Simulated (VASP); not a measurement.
A convergence study with VASP on BN (zinc blende): one setting is varied, all else stays as given below, so the limit is that of these other settings. Each run relaxes cell and ions from the cell shown. The basis is that of the starting cell, so low cut-offs carry a Pulay error.

```yaml
crystal:
  lattice:
    - [0.00000, 1.80750, 1.80750]
    - [1.80750, 0.00000, 1.80750]
    - [1.80750, 1.80750, 0.00000]
  atoms:
    - { symbol: B, position: [0.00000, 0.00000, 0.00000] }
    - { symbol: N, position: [0.25000, 0.25000, 0.25000] }
```

All values below come from LDA (Ceperley-Alder, Perdew-Zunger), VASP's LDA PAW potentials (set 64) (plane waves; VASP). The tightest run used: 800 eV cut-off, 10×10×10 Γ-centred mesh, Gaussian smearing of 0.050 eV, potentials B N.

Gaps are read on the run's mesh, which can miss a band edge.

```
setting      relaxed volume (Å³/atom)  E (eV/atom)  gap on the mesh (eV)  plane waves
-----------  ------------------------  -----------  --------------------  -----------
ENCUT = 250                     5.075      -9.9628                 4.474          115
ENCUT = 300                     5.385      -9.7989                 4.381          150
ENCUT = 350                     5.566      -9.7235                 4.403          190
```

**Question.** These are the cheaper rows. Estimate the results at ENCUT = 800, and how far the last row shown lies from them.

**Answer.** 
| quantity | tightest run | last row shown is off by |
|---|---|---|
| relaxed volume (Å³/atom) | 5.751 | -0.185 |
| E (eV/atom) | -9.7107 | -0.0128 |
| gap on the mesh (eV) | 4.375 | 0.027 |

Left out are rungs that failed or repeat a setting and relaxations that didn't move; long series are thinned to 24 rows.

The compound is BN in the zinc blende structure.
